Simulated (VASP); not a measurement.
An input for Quantum ESPRESSO's pw.x (written as the equivalent of a VASP run, and not itself run):

```
&CONTROL
  calculation = 'vc-relax'
  pseudo_dir = './pseudo'
  outdir = './out'
  tprnfor = .true.
  tstress = .true.
  nstep = 60
  forc_conv_thr = 0.00039
/
&SYSTEM
  ibrav = 0
  nat = 2
  ntyp = 2
  ecutwfc = 70
  occupations = 'smearing'
  smearing = 'gaussian'
  degauss = 0.003675
  input_dft = 'pbe'
/
&ELECTRONS
  conv_thr = 7.3e-08
  electron_maxstep = 100
/
&IONS
/
&CELL
/
ATOMIC_SPECIES
  In 114.818 In.upf
  P 30.974 P.upf
CELL_PARAMETERS angstrom
     0.0000000    2.9350000    2.9350000
     2.9350000    0.0000000    2.9350000
     2.9350000    2.9350000    0.0000000
ATOMIC_POSITIONS crystal
  In   0.0000000  0.0000000  0.0000000
  P    0.7500000  0.7500000  0.7500000
K_POINTS automatic
  7 7 7 0 0 0
```

### Question
Translate this input to VASP (INCAR, KPOINTS, POSCAR, choice of POTCAR).

### Answer
This is not unique; one that fits is 
POSCAR:
```
InP
1.0
  0.0000000000   2.9350000000   2.9350000000
  2.9350000000   0.0000000000   2.9350000000
  2.9350000000   2.9350000000   0.0000000000
In P
1 1
Cartesian
  0.0000000000   0.0000000000   0.0000000000
  4.4025000000   4.4025000000   4.4025000000
```

KPOINTS:
```
Automatic
0
gamma
  7 7 7
0 0 0
```

**INCAR**
```
! general
SYSTEM  = InP
PREC    = Accurate
ENCUT   = 480   ! plane-wave cut-off (eV)
LREAL   = .FALSE.   ! projection in real space or not
LASPH   = .TRUE.   ! aspherical one-centre terms

! electronic loop
EDIFF   = 1E-6   ! SCF stop (eV)
NELM    = 100   ! most electronic steps
ALGO    = Normal
LMAXMIX = 4   ! l cut-off of mixed one-centre charges

! smearing
ISMEAR  = 0   ! Gaussian
SIGMA   = 0.05   ! width (eV)

! functional
GGA     = PE

! ions
IBRION  = 2
NSW     = 60
ISIF    = 3
EDIFFG  = -0.01   ! ionic stop

! output
LWAVE   = .FALSE.
LCHARG  = .FALSE.
```

POTCAR, in this order: In_d P (PBE.64 set). Program: vasp_std.

Limits of the translation: the potentials are each code's own (VASP's PAW set, PseudoDojo norm-conserving files in pw.x), so ENCUT and ecutwfc are chosen apart and not converted; conv_thr bounds pw.x's estimated SCF error, while EDIFF bounds the energy change between steps; forc_conv_thr acts on force components and is met together with etot_conv_thr.

The compound is InP in the zinc blende structure. This run relaxes it. Symmetry was kept, so distortions that lower it aren't found.
